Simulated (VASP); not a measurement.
VASP runs on PdC (space group P6/mmm) share one base input (PBE GGA, plane waves, VASP's PBE PAW potentials (set 64)) and change the settings named in each case.

### KPOINTS
```
Automatic mesh
0
Gamma
4 4 4
0 0 0
```

POSCAR:
```
PdC
1
    5.1448990000     0.0000000000     0.0000000000
   -2.5724500000     4.4556130000     0.0000000000
    0.0000000000     0.0000000000     4.1514920000
Pd C
3 3
Direct
  0.5000000000   0.0000000000   0.0000000000
  0.5000000000   0.5000000000   0.0000000000
  0.0000000000   0.5000000000   0.0000000000
  0.0000000000   0.0000000000   0.0000000000
  0.3333330000   0.6666670000   0.5000000000
  0.6666670000   0.3333330000   0.5000000000
```

### INCAR
```
SYSTEM = PdC
PREC = Accurate
ENCUT = 400
EDIFF = 1E-6
NELM = 100
ALGO = Normal
LREAL = .FALSE.
LASPH = .TRUE.
ISMEAR = 0
SIGMA = 0.05
GGA = PE
LMAXMIX = 4
LWAVE = .FALSE.
LCHARG = .FALSE.
ISIF = 2
```

POTCAR, in this order: Pd C (PBE.64 set). Program: vasp_std.

| change | E(σ→0) (eV/atom) | pressure (GPa) | −TS (eV) |
|---|---|---|---|
| base run | -4.7481 | -16.28 | -0.0116 |
| GGA = PS | -5.2467 | -21.76 | -0.0120 |
| GGA_COMPAT = .FALSE., LNONCOLLINEAR = .TRUE., LSORBIT = .TRUE., MAGMOM = 0.0 0.0 0.0 0.0 0.0 0.0 0.0 0.0 0.0 0.0 0.0 0.0 0.0 0.0 0.0 0.0 0.0 0.0, program vasp_ncl | -4.7688 | -16.18 | -0.0123 |
| KPOINTS 4×4×5 Γ-centred mesh | -4.7651 | -16.00 | -0.0029 |
 Energies of different potentials or functionals have different zeros.  At 400 eV the pressure can carry a Pulay error.

Left out are runs that ran out of time, are held back, or changed the cell or the kind of run, fixed moments of cells without a moment, rows past the twelfth, gaps on odd meshes, pressures of charged cells and columns that move by less than the noise.

The structure was generated: PdC was put into an ordered model structure, which need not be its known phase. The cell was not relaxed at this level, its lattice was scaled by up to 2.5 %.
